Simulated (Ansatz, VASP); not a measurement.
# SiTe: VASP beside Ansatz, part 2 of 2

One calculation is typed for both programs; each brings its own data sets. How far apart do they land? The cell is generated by rule, not measured, and may not be a known phase. The cell is taken from a series of runs on this material, whose earlier steps may have relaxed, scaled, displaced or heated it; both programs get it as it stands.

VASP 6.6.1 and Ansatz 0.2.0.

So far: Starting point; VASP: zone-centre phonons, LDA, pair 1.

## Step 3: Ansatz: zone-centre phonons, LDA, pair 1

Level of this step: Ansatz beside VASP: Kohn-Sham DFT, plane waves, LDA (Ansatz).

Ansatz runs on norm-conserving files, of PseudoDojo where its log says so.

The same cell, functional (in two slightly different forms), mesh and smearing now go to Ansatz, which takes its cutoff from its data sets.

File input.yaml:

```yaml
crystal:
  lattice:
    - [0.0, 3.156609792, 3.156609792]
    - [3.156609792, 0.0, 3.156609792]
    - [3.156609792, 3.156609792, 0.0]
  atoms:
    - { symbol: Si, position: [0.0, 0.0, 0.0] }
    - { symbol: Te, position: [0.75, 0.75, 0.75] }
kpoints:
  mp_grid: { grid: [10, 10, 10] }
hamiltonian:
  xc: lda
  pseudopotentials: { kind: nc }
scf:
  occupations: { method: methfessel_paxton, width: 0.15 }
output:
  eigenvalues: true
phonons:
  method: dfpt
  qmesh: [2, 2, 2]
  temperatures: { t_max: 1000, t_step: 50 }
  qpath:
    path:
      - [[0.0, 0.0, 0.0], [-0.5, -0.5, 0.0], [-0.375, -0.375, 0.25]]
      - [[-0.375, 0.0, 0.375], [0.0, 0.0, 0.0], [0.0, 0.0, 0.5], [-0.5, -0.25, 0.25], [-0.5, -0.5, 0.0]]
    npoints: 10
```

Command:

```sh
$ ansatz run input.yaml --threads 4 --pin off --max-ram 7168MiB --backend cpu --events-out ev --progress --plain --runs-dir out
```

What it wrote:

```text
Warning: phonons: the dynamical matrix that this run interpolates holds no multipole term above the dipole-dipole one, and a site of this crystal is no centre of inversion, so its interpolated transverse optical and acoustic branches and sound speeds can stay off near Gamma, and the density of states and the thermodynamics with them. What a run solves at a wave vector of phonons.qpoints, Gamma apart, where the deck admits one, is free of this, and under fd what a larger phonons.supercell samples
Engine: ansatz 0.2.0, aarch64-unknown-linux-gnu
Pseudopotentials: kind: nc
Pseudopotential: Si, nc, valence charge 4, recommended cutoff 435.38218 eV (normal), Si.nc.azcp (PseudoDojo's, or run here from an input of PseudoDojo's: the run reads no file of this project's for it)
Pseudopotential: Te, nc, valence charge 16, recommended cutoff 1120 eV (normal), Te.nc.azcp (PseudoDojo's, or run here from an input of PseudoDojo's: the run reads no file of this project's for it)
Functional definition: SPW92
  exchange = slater_x
  correlation = pw_c
Crystal: 2 atoms, lattice volume = 62.906 Å³
Basis set: ecut = 1120 eV, 5329 PW (Γ), exchange–correlation on 100×100×100 points (8 copies of the dense FFT grid, shifted against one another)
Bands: 14, of which v1, the nominal top of the filled ones, is band 10 counted from 1 (9 counted from 0)
Symmetry: 24 space group operations
k-points: 47 of 1000 (time reversal used)
Non-local potential: Si, projectors of the file, l = 0: 2, l = 1: 2, l = 2: 2
Non-local potential: Te, projectors of the file, l = 0: 3, l = 1: 2, l = 2: 2, l = 3: 2
Initial density: superposition of atomic densities (chi_scale 0.1, normalization cell, long waves kept (reshape's long-wave potential 0.00 eV rms))
Initial wavefunctions: pseudopotential atomic-orbital guess
Functional: x = slater, c = lda
SCF iter   1: F=—  HF=-2960.047780 eV  |F-HF|=—  |Δ(HF+E_count)|=         —  Δρ=1.67e-2  dr2=1.99e-1  ethr=3.10e-3  ⟨swp⟩=6.2  Hψ=4142  notcnv=0
preconditioner: auto → Kerker (q_TF=auto, 2.254 Å⁻¹)  [metal: Δε(μ)=0.095 eV  Ē_g=8.745 eV  σ=0.150 eV  W_gap=0.49  n_scr=14 (ndim 8)  ℏωp=14.8 eV  f_vac=0.003  D(μ)=0.69/eV (n_scr^D=0)]
SCF iter   2: F=—  HF=-2960.011387 eV  |F-HF|=—  |Δ(HF+E_count)|=   3.64e-2  S|Δr|=    0.00e0  Δρ=1.02e-2  dr2=7.24e-2  ethr=9.94e-4  ⟨swp⟩=1.0  Hψ=1034  notcnv=0
SCF iter   3: F=—  HF=-2959.990099 eV  |F-HF|=—  |Δ(HF+E_count)|=   2.13e-2  S|Δr|=    0.00e0  Δρ=1.37e-3  dr2=2.73e-3  ethr=3.62e-4  ⟨swp⟩=2.4  Hψ=887  notcnv=0
SCF iter   4: F=—  HF=-2959.989668 eV  |F-HF|=—  |Δ(HF+E_count)|=   4.30e-4  S|Δr|=    0.00e0  Δρ=4.45e-4  dr2=3.00e-4  ethr=1.37e-5  ⟨swp⟩=2.2  Hψ=889  notcnv=0
SCF iter   5: F=—  HF=-2959.989685 eV  |F-HF|=—  |Δ(HF+E_count)|=   1.69e-5  S|Δr|=    0.00e0  Δρ=1.32e-4  dr2=1.01e-5  ethr=1.50e-6  ⟨swp⟩=2.0  Hψ=818  notcnv=0
SCF iter   6: F=—  HF=-2959.989690 eV  |F-HF|=—  |Δ(HF+E_count)|=   4.89e-6  S|Δr|=    0.00e0  Δρ=2.39e-5  dr2=3.29e-7  ethr=5.04e-8  ⟨swp⟩=2.1  Hψ=841  notcnv=0
SCF iter   7: F=—  HF=-2959.989620 eV  |F-HF|=—  |Δ(HF+E_count)|=   7.05e-5  S|Δr|=    0.00e0  Δρ=6.61e-6  dr2=5.73e-8  ethr=1.65e-9  ⟨swp⟩=2.5  Hψ=1000  notcnv=0
SCF iter   8: F=—  HF=-2959.989620 eV  |F-HF|=—  |Δ(HF+E_count)|=   1.66e-8  S|Δr|=    0.00e0  Δρ=2.16e-6  dr2=4.80e-9  ethr=2.87e-10  ⟨swp⟩=2.0  Hψ=782  notcnv=0
SCF iter   9: F=—  HF=-2959.989620 eV  |F-HF|=—  |Δ(HF+E_count)|=   1.56e-9  S|Δr|=    0.00e0  Δρ=4.30e-7  dr2=9.44e-11  ethr=2.40e-11  ⟨swp⟩=1.7  Hψ=769  notcnv=0
SCF iter  10: F=-2959.989620 eV  HF=-2959.989620 eV  |F-HF|=0.00e0  |Δ(HF+E_count)|=  1.29e-10  S|Δr|=    0.00e0  Δρ=7.37e-8  dr2=1.91e-12  ethr=1.00e-12  ⟨swp⟩=7.9  Hψ=3993  notcnv=0
SCF 1 converged in 10 iterations: F = -2959.989620 eV  dr2 = 1.91e-12
Initial density: read from a saved state, or passed on in memory by an earlier SCF of this step, an earlier step, the calling program or the single point that the run made first
iter 1 solved again at ethr=1.77e-7 eV; its pass at ethr=3.10e-3 eV (dr2=3.53e-5 eV) is discarded
SCF iter   1: F=—  HF=-2959.989693 eV  |F-HF|=—  |Δ(HF+E_count)|=         —  Δρ=3.34e-7  dr2=9.14e-11  ethr=1.77e-7  ⟨swp⟩=4.0  Hψ=6410  notcnv=0
eigensolver tolerance schedule: the retry pair's looser diagonalisation over-reported the residual by 386427.42 of it (diagonalisation noise at an unbounded share of the residual, at the tolerance the schedule requests for it); recorded, not acted on — ethr = c·dr2/N_el stays at c = 1.0e-1
preconditioner: auto → Kerker (q_TF=auto, 2.254 Å⁻¹)  [metal: Δε(μ)=0.066 eV  Ē_g=8.734 eV  σ=0.150 eV  W_gap=0.34  n_scr=14 (ndim 8)  ℏωp=14.8 eV  f_vac=0.010  D(μ)=0.58/eV (n_scr^D=0)]
SCF iter   2: F=—  HF=-2959.989620 eV  |F-HF|=—  |Δ(HF+E_count)|=   7.30e-5  S|Δr|=    0.00e0  Δρ=1.44e-7  dr2=1.22e-11  ethr=1.00e-12  ⟨swp⟩=4.0  Hψ=1899  notcnv=0
SCF iter   3: F=-2959.989620 eV  HF=-2959.989620 eV  |F-HF|=3.64e-12  |Δ(HF+E_count)|=  8.64e-12  S|Δr|=    0.00e0  Δρ=1.02e-7  dr2=6.64e-12  ethr=1.00e-12  ⟨swp⟩=4.9  Hψ=2217  notcnv=0
SCF 2 converged in 3 iterations: F = -2959.989620 eV  dr2 = 6.64e-12
phonons: the bands overlap, so this run is a metal and interpolates without the dipole-dipole term. If the crystal is really an insulator or semiconductor, its LO-TO splitting is missing
NSCF: frozen V_eff on 47 k-points
WARN: eigensolver did not converge in 33 slots of this pass, the one above among them; of largest residual over every band (k=14): 1 band(s) unlocked (lowest unlocked band 13, counted from 0; max residual 8.85e-2 eV among the unlocked bands, 8.85e-2 eV over every band); of lowest unlocked band (k=0): band 13
NSCF: frozen V_eff on 102 k-points
DFPT response loops at q = (0, 0, 0) (fractional): preconditioner auto → Kerker (q_TF=auto, 2.254 Å⁻¹) (partly filled bands, converged f_vac=0.010); β = 1.00, the filter's whole step (`scf.mixing.beta` (0.50) is not read by the response loops under this deck's `scf.mixing.preconditioner`; to damp them name `kerker` or `kerker_dos`, under which they read `scf.mixing.beta`, and type it under 1.00, their step now; both keys bind the ground state too); Broyden in place of MSR1
NSCF: frozen V_eff on 564 k-points
DFPT response loops at q = (0, 0, -0.5) (fractional): mixed as the last ones told, above
NSCF: frozen V_eff on 342 k-points
DFPT response loops at q = (0, -0.5, -0.5) (fractional): mixed as the last ones told, above
SCF converged after 10 iterations
Stability not checked: this state was not tested for a lower state beside it, because cold or Methfessel-Paxton smearing, or corrected tetrahedra, fill the levels in a way that the test cannot read (fill_not_monotonic; see scf.lower_state_search)
Free energy (F): -2959.989620 eV
Harris-Foulkes:  -2959.989620 eV  (|F-HF|=0.00e0)
Internal energy: -2959.991475 eV  (E = F + TS)
E sigma→0 (E₀):  -2959.990084 eV
Entropy (-TS):   0.001855 eV (0.928 meV/atom)
Fermi energy:    6.558330 eV
--- Per-component energies (eV) ---
  E_band       = -299.907735
  E_kinetic    = 1583.631646
  E_local      = -2411.546412  (includes V_loc(G=0)·N_el)
  E_nonlocal   = -766.832689
  E_hartree    = 872.702583
  E_xc         = -698.665624
  E_vxc        = -450.565486  (∫ρ·V_xc dr)
  E_ewald      = -1539.280979
  E_smearing   = 0.001855  (= −TS)
  E_closure    = 0.000000  (closes the sum)
  Σ components = -2959.989620   (vs F -2959.989620, Δ=0.00e0)
--- Band table (eV; the first three rows and the last of 47) ---
  k-point 0: bands = [... 6 lower, 2.5634, 3.9890, 3.9890, 3.9890, 7.1037, 7.1037, 7.1037, 10.8945]
  k-point 1: bands = [... 6 lower, 1.8459, 3.8877, 3.8877, 4.4111, 7.2650, 7.2650, 7.2850, 11.2941]
  k-point 2: bands = [... 6 lower, 0.7004, 3.6613, 3.6613, 4.6417, 7.6191, 7.6191, 8.0415, 12.0846]
  k-point 46: bands = [... 6 lower, -1.7983, 1.7790, 1.9630, 7.0833, 7.5969, 9.2825, 9.5538, 12.8712]
--- Phonons (Γ-DFPT): 2 representative perturbations + reference (Σ response iterations 5) ---
  ASR residual: 1.246e-4 → 0.000e0 eV/Å²; symmetrization residual: 5.520e-6 eV/Å²
  ASR residual per site (eV/Å²): 1.33e-5 1.25e-4
  Γ frequencies (cm⁻¹): 0.00 0.00 0.00 207.48 207.48 207.48
--- Phonons (arbitrary-q DFPT): 3 irreducible q on the 2×2×2 mesh ---
  q = [0.0000, 0.0000, 0.0000] (star 1, of the zone-centre solve; hermiticity 3.03e-6, symmetrization 1.05e-14): -0.00 -0.00 0.00 207.48 207.48 207.48
  q = [0.0000, 0.0000, -0.5000] (star 4, 2 solved perturbations on 282 of 1000 k-point pairs; hermiticity 4.05e-6, symmetrization 1.42e-12, the responses' own estimated error 1.4e-4 eV/Å²): -31.15 -31.15 -9.06 179.95 179.95 219.25
  q = [0.0000, -0.5000, -0.5000] (star 3, 4 solved perturbations in 546 linear systems a pass and spin channel, the states on 171 of 1000 k-point pairs; hermiticity 1.25e-5, symmetrization 2.89e-12, the responses' own estimated error 1.9e-4 eV/Å²): -46.99 -46.99 67.17 132.04 132.04 155.88
  sum rule: each row above includes the acoustic sum rule's correction from the zone centre's row sums; it moved no ω² by more than (0.52 cm⁻¹)²
  mesh force constants: q→R imaginary residual 4.90e-17; ASR residual 1.246e-4 → 0.000e0 eV/Å²; symmetrization residual 1.332e-15 eV/Å²
  interpolated dispersion: 62 rows × 6 modes
  density of states and harmonic sums: on the 18×18×18 q-mesh, interpolated from the force constants of a 2×2×2 supercell (no non-analytic term)
  largest difference from the sums on the solved wave vectors: F 1.56e-1 eV, S 2.10e-4 and C_V 5.40e-5 eV/K
  zero-point energy: 0.035700 eV/cell   skipped modes (ω ≤ 0): 390, of them read as no rigid motion or as one in doubt: 387 (1.998e0 modes/cell left out, lowest -55.55 cm⁻¹)   left out of the sums: 3.33e-1 of the cell's modes: C_V's classical limit lies that fraction below 3 k_B per atom; for a crystal, a wire or a layer, F and S can be off by more, and a phonons.interpolated_qmesh denser along its periods is the remedy for the sampling
```

## Step 4: Differences

Known differences besides the potentials themselves: the two LDA forms differ slightly; VASP's run holds the zone centre alone; the data sets hold 20 valence electrons in Ansatz (on norm-conserving files, of PseudoDojo where its log says so) and 10 in VASP; the cutoff is 1120 eV in Ansatz and 500 eV in VASP; VASP's log shows a relativistic correction to its local exchange, Ansatz's none. Total energies have different zeros and are not compared.

Compared:

| quantity | Ansatz | VASP | difference |
| --- | --- | --- | --- |
| optical mode 1 to 3 (cm⁻¹) | 207.5 | 209.0 | -0.72 % |

Modes are paired by rising frequency, not by their patterns, so a pair may set unlike modes beside each other; they are those without the splitting of longitudinal modes.

## Step 5: VASP: zone-centre phonons, LDA, pair 2

Second derivatives magnify differences that forces hide, and they need a tight electronic threshold. The cell compared in this pair holds 64.85 Å³, against 62.91 Å³ for the pair before.

File INCAR:

```
SYSTEM = SiTe
PREC = Accurate
ENCUT = 500
EDIFF = 1E-08
NELM = 120
ISMEAR = 1
SIGMA = 0.15
LREAL = .FALSE.
ALGO = Normal
GGA = CA
NBANDS = 11
LORBIT = 11
LWAVE = .FALSE.
LCHARG = .FALSE.
ISIF = 2
IBRION = 8
LASPH = .TRUE.
GGA_COMPAT = .FALSE.
KPAR = 2
```

File POSCAR:

```
SiTe
1.0
    0.0000000000      3.1888223209      3.1888223209
    3.1888223209      0.0000000000      3.1888223209
    3.1888223209      3.1888223209      0.0000000000
Si Te
1 1
Direct
    0.0000000000      0.0000000000      0.0000000000
    0.7500000000      0.7500000000      0.7500000000
```

File KPOINTS:

```
Automatic mesh
0
Gamma
10 10 10
0 0 0
```

The projector-augmented-wave data sets are Si and Te (LDA family, release 64).

Command:

```sh
$ mpirun -np 2 vasp_std
```

What it wrote:

```text
[... set-up lines as in an earlier step ...]
 entering main loop
       N       E                     dE             d eps       ncg     rms          rms(c)
DAV:   1     0.245920258206E+02    0.24592E+02   -0.36417E+03  1034   0.670E+02
DAV:   2    -0.704259866728E+01   -0.31635E+02   -0.30523E+02  1425   0.101E+02
DAV:   3    -0.855702255409E+01   -0.15144E+01   -0.15098E+01  1358   0.232E+01
DAV:   4    -0.857925168326E+01   -0.22229E-01   -0.22226E-01  1231   0.337E+00
[...]
DAV:  10    -0.853734710512E+01    0.35654E-06   -0.28727E-06  1231   0.104E-02    0.170E-02
DAV:  11    -0.853734719431E+01   -0.89191E-07   -0.64818E-07  1192   0.421E-03    0.625E-03
DAV:  12    -0.853734719163E+01    0.26792E-08   -0.32128E-08  1163   0.111E-03
   1 F= -.85373472E+01 E0= -.85376304E+01  d E =0.849593E-03
 Linear response reoptimize wavefunctions to high precision
DAV:   1    -0.853734719592E+01   -0.42924E-08   -0.22987E-09  1199   0.283E-04
DAV:   2    -0.853734719597E+01   -0.42462E-10   -0.31546E-11   592   0.452E-05
 Linear response DOF=           2
 Linear response progress:
[...]
RMM:   9    -0.173378479466E-01    0.19089E-07   -0.94097E-09  6699   0.231E-05    0.502E-06
RMM:  10    -0.173378327234E-01    0.15223E-07    0.31337E-09  6848   0.863E-06    0.193E-06
RMM:  11    -0.173378308450E-01    0.18784E-08   -0.27927E-10  5731   0.562E-06    0.559E-07
 first order change of Fermi-energy   0.57005E-03
 force on displaced ion       1 direction 1 :  -3.395  -0.000  -0.000
 Linear response progress:
  Degree of freedom:   2/  2
       N       E                     dE             d eps       ncg     rms          rms(c)
RMM:   1    -0.478698226892E-01   -0.47870E-01    0.62947E-02  9197   0.113E+00
RMM:   2    -0.476143175498E-01    0.25551E-03   -0.20639E-03  6027   0.290E-01    0.673E-02
RMM:   3    -0.476158094965E-01   -0.14919E-05   -0.12304E-04  6233   0.590E-02    0.466E-02
RMM:   4    -0.476167856966E-01   -0.97620E-06   -0.47595E-05  6378   0.199E-02    0.105E-02
[...]
RMM:  10    -0.476007641768E-01    0.31465E-07    0.14439E-08  6858   0.166E-05    0.417E-06
RMM:  11    -0.476007765064E-01   -0.12330E-07   -0.10244E-08  6811   0.102E-05    0.119E-06
RMM:  12    -0.476007761275E-01    0.37887E-09   -0.68639E-09  5469   0.824E-06    0.405E-07
 first order change of Fermi-energy  -0.49480E-03
 force on displaced ion       2 direction 1 :  -3.399  -0.000  -0.000
 Linear response finished
```

OUTCAR, selected parts (step 5):

```text
  Total        0.0487979      0.0487979      0.0487979      0.0000000     -0.0000000      0.0000000
  in kB        1.2055648      1.2055648      1.2055648      0.0000000     -0.0000000      0.0000000
  external PRESSURE =       1.2055648 kB  Pullay stress =       0.0000000 kB

 POSITION                                       TOTAL-FORCE (eV/Angst)
 -----------------------------------------------------------------------------------
      0.00000      0.00000      0.00000        -0.000000     -0.000000     -0.000000
      4.78323      4.78323      4.78323         0.000000      0.000000      0.000000
 -----------------------------------------------------------------------------------
    total drift:                               -0.000000     -0.000000     -0.000000

[... 1 part as in an earlier step ...]

[... 1 further part left out ...]
```

## Step 6: Ansatz: zone-centre phonons, LDA, pair 2

The same cell, functional (in two slightly different forms), mesh and smearing now go to Ansatz, which takes its cutoff from its data sets.

The cell is taken from a series of runs on this material, whose earlier steps may have relaxed, scaled, displaced or heated it; both programs get it as it stands.

Changes to input.yaml since step 3:

```diff
@@ -2,5 +2,5 @@
   lattice:
-    - [0.0, 3.156609792, 3.156609792]
-    - [3.156609792, 0.0, 3.156609792]
-    - [3.156609792, 3.156609792, 0.0]
+    - [0.0, 3.1888223209, 3.1888223209]
+    - [3.1888223209, 0.0, 3.1888223209]
+    - [3.1888223209, 3.1888223209, 0.0]
   atoms:
```

Command:

```sh
$ ansatz run input.yaml --threads 4 --pin off --max-ram 7168MiB --backend cpu --events-out ev --progress --plain --runs-dir out
```

What it wrote:

```text
[...]
Crystal: 2 atoms, lattice volume = 64.852 Å³
Basis set: ecut = 1120 eV, 5577 PW (Γ), exchange–correlation on 100×100×100 points (8 copies of the dense FFT grid, shifted against one another)
Bands: 14, of which v1, the nominal top of the filled ones, is band 10 counted from 1 (9 counted from 0)
Symmetry: 24 space group operations
k-points: 47 of 1000 (time reversal used)
[...]
k-point 46: bands = [... 6 lower, -2.0270, 1.5791, 1.7553, 6.6755, 7.2366, 8.9049, 9.1867, 12.4101]
[...]
ASR residual: 9.725e-5 → 0.000e0 eV/Å²; symmetrization residual: 5.080e-6 eV/Å²
  ASR residual per site (eV/Å²): 1.47e-5 9.73e-5
  Γ frequencies (cm⁻¹): 0.00 0.00 0.00 198.91 198.91 198.91
--- Phonons (arbitrary-q DFPT): 3 irreducible q on the 2×2×2 mesh ---
[...]
interpolated dispersion: 62 rows × 6 modes
[...]
[key lines of the parts left out:]
SCF converged after 10 iterations
Free energy (F): -2959.996085 eV
Fermi energy:    6.230856 eV
```

## Step 7: Side by side

What differs besides the data sets and the points named for the pairs above, as far as they apply: the data sets hold 20 valence electrons in Ansatz (on norm-conserving files, of PseudoDojo where its log says so) and 10 in VASP. Total energies have different zeros and are not compared.

Compared:

| quantity | Ansatz | VASP | difference |
| --- | --- | --- | --- |
| optical mode 1 to 3 (cm⁻¹) | 198.9 | 200.3 | -0.69 % |

Modes are paired by rising frequency, not by their patterns, so a pair may set unlike modes beside each other; they are those without the splitting of longitudinal modes.

## Step 8: What came out

| Property | Result |
| --- | --- |
| r.m.s. difference of the optical zone-centre modes, each program's sorted by frequency (zone-centre phonons, LDA, pair 1) | 1.5 cm⁻¹ |
| difference in optical mode 1 to 3 (zone-centre phonons, LDA, pair 1) | -0.7 % |
| r.m.s. difference of the optical zone-centre modes, each program's sorted by frequency (zone-centre phonons, LDA, pair 2) | 1.4 cm⁻¹ |
| difference in optical mode 1 to 3 (zone-centre phonons, LDA, pair 2) | -0.7 % |

In words: The r.m.s. difference of the optical zone-centre modes, each program's sorted by frequency is 1.5 cm⁻¹ (zone-centre phonons, LDA, pair 1). The data sets hold unlike numbers of valence electrons (20 in Ansatz and 10 in VASP), so part of the differences comes from the potentials. Among the rows given in per cent, the largest difference of the zone-centre phonons, LDA, pair 1 pair is in optical mode 1 to 3, -0.7 %. Among the rows given in per cent, the largest difference of the zone-centre phonons, LDA, pair 2 pair is in optical mode 1 to 3, -0.7 %. How closely two codes agree says nothing of how well the functional describes the real material.

[Lines on the potential files, build, host, timing and source positions are cut from VASP's logs without a mark.]

[Logs are printed without paths, hosts, clocks, repeated set-up lines and the standing remarks that a program may print on its own settings, such as how far it seeks lower states.]

[Hosts, paths, dates, database ids (printed as entryN), source tags and the programs' standing remarks are cut or masked in the printed files.]
